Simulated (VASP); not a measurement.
VASP ran on this input.

KPOINTS:
```
Automatic mesh
0
Gamma
11 11 11
0 0 0
```

**POSCAR**
```
Au
1
    0.0000000000     2.0808000000     2.0808000000
    2.0808000000     0.0000000000     2.0808000000
    2.0808000000     2.0808000000     0.0000000000
Au
1
Direct
  0.0000000000   0.0000000000   0.0000000000
```

**INCAR**
```
SYSTEM = Au
PREC = Accurate
ENCUT = 400
EDIFF = 1E-6
NELM = 4
ALGO = Normal
LREAL = .FALSE.
LASPH = .TRUE.
ISMEAR = 1
SIGMA = 0.1
GGA = PE
LMAXMIX = 6
LWAVE = .FALSE.
LCHARG = .FALSE.
ISIF = 2
```

POTCAR, in this order: Au (PBE.64 set). Program: vasp_std.

The resulting files:

File standard output:
```
 POSCAR found type information on POSCAR Au
 POSCAR found :  1 types and       1 ions
 Reading from existing POTCAR
 Reading from existing POTCAR
 LDA part: xc-table for (Slater+PW92), standard interpolation
 POSCAR, INCAR and KPOINTS ok, starting setup
 WAVECAR not read
 entering main loop
       N       E                     dE             d eps       ncg     rms          rms(c)
DAV:   1     0.297888620786E+02    0.29789E+02   -0.49676E+03  1240   0.855E+02
DAV:   2    -0.326950373748E+01   -0.33058E+02   -0.30261E+02  1043   0.163E+02
DAV:   3    -0.348929472210E+01   -0.21979E+00   -0.21971E+00  1219   0.141E+01
DAV:   4    -0.348988884698E+01   -0.59412E-03   -0.59412E-03  1130   0.759E-01

 -----------------------------------------------------------------------------
|                                                                             |
|           W    W    AA    RRRRR   N    N  II  N    N   GGGG   !!!           |
|           W    W   A  A   R    R  NN   N  II  NN   N  G    G  !!!           |
|           W    W  A    A  R    R  N N  N  II  N N  N  G       !!!           |
|           W WW W  AAAAAA  RRRRR   N  N N  II  N  N N  G  GGG   !            |
|           WW  WW  A    A  R   R   N   NN  II  N   NN  G    G                |
|           W    W  A    A  R    R  N    N  II  N    N   GGGG   !!!           |
|                                                                             |
|     The electronic self-consistency was not achieved in the given           |
|     number of steps (NELM). The forces and other quantities evaluated       |
|     might not be reliable so examine the results carefully. If you find     |
|     spurious results, we suggest increasing NELM, if you were close to      |
|     convergence or switching to a different ALGO or adjusting the           |
|     density mixing parameters otherwise.                                    |
|                                                                             |
 -----------------------------------------------------------------------------

   1 F= -.34898888E+01 E0= -.34900268E+01  d E =0.413904E-03
```

File OUTCAR:
```
------------------------ aborting loop EDIFF was not reached (unconverged)  ----------------------------
  FORCE on cell =-STRESS in cart. coord.  units (eV):
  Direction    XX          YY          ZZ          XY          YZ          ZX
  --------------------------------------------------------------------------------------
  Total      -11.0717477    -11.0717477    -11.0717477      0.0000000     -0.0000000      0.0000000
  in kB     -984.4774009   -984.4774009   -984.4774009      0.0000000     -0.0000000      0.0000000
  external PRESSURE =    -984.4774009 kB  Pullay stress =       0.0000000 kB
  volume of cell :       18.02
      direct lattice vectors                 reciprocal lattice vectors
     0.000000000  2.080800000  2.080800000    -0.240292195  0.240292195  0.240292195
     2.080800000  0.000000000  2.080800000     0.240292195 -0.240292195  0.240292195
     2.080800000  2.080800000  0.000000000     0.240292195  0.240292195 -0.240292195
 POSITION                                       TOTAL-FORCE (eV/Angst)
 -----------------------------------------------------------------------------------
      0.00000      0.00000      0.00000         0.000000     -0.000000     -0.000000
 -----------------------------------------------------------------------------------
    total drift:                               -0.000000     -0.000000      0.000000
  FREE ENERGIE OF THE ION-ELECTRON SYSTEM (eV)
  ---------------------------------------------------
  free  energy   TOTEN  =        -3.4898888470 eV

  energy  without entropy=       -3.4903027508  energy(sigma->0) =       -3.49002681
```
(Selected blocks of OUTCAR.)

**Question.** Read the log: what went wrong, and how is it fixed?

**Answer.** The cause: NELM is too small, so the electronic loop ends before EDIFF is met. The run did not converge; its last values are not results. Against the sound run, the energy per atom (σ→0) decreases by 0.261 eV/atom; the pressure falls by 97.78 GPa. To mend it, set NELM = 100.

The mended run (PBE GGA, plane waves, VASP's PBE PAW potentials (set 64)) converges, and its OSZICAR ends with
```
   1 F= -.32290706E+01 E0= -.32291169E+01  d E =0.138760E-03
```

The compound is Au in the fcc structure. The cell was not relaxed at this level.
